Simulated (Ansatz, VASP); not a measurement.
# NaScSe2: VASP beside Ansatz

```
Na Se Sc
1.0
     4.00461    0.00000    0.00000
     0.00000    4.00461    0.00000
     0.00000    0.00000    5.42757
Na Se Sc
1 2 1
Direct
  0.00000 0.00000 0.00000
  0.00000 0.00000 0.50000
  0.50000 0.50000 0.00000
  0.50000 0.50000 0.50000
```

Alike in both runs: task single point; functional LDA; k mesh 6 × 6 × 6; occupations fermi-dirac, width 0.02 eV; no spin polarisation.

```csv
,VASP,Ansatz
version,VASP 6.6.1,Ansatz 0.2.0
potentials or method,"VASP PAW LDA potentials, release 64 (Na_pv, Se, Sc_sv)","plane waves, PAW"
plane-wave cutoff (eV),520,420
valence electrons in the cell,30,52
```

```tsv
	VASP	Ansatz	Ansatz less VASP
pressure (GPa)	-3.7	-3.9	-0.20
```

The two sets of potentials don't hold the same shells in valence.
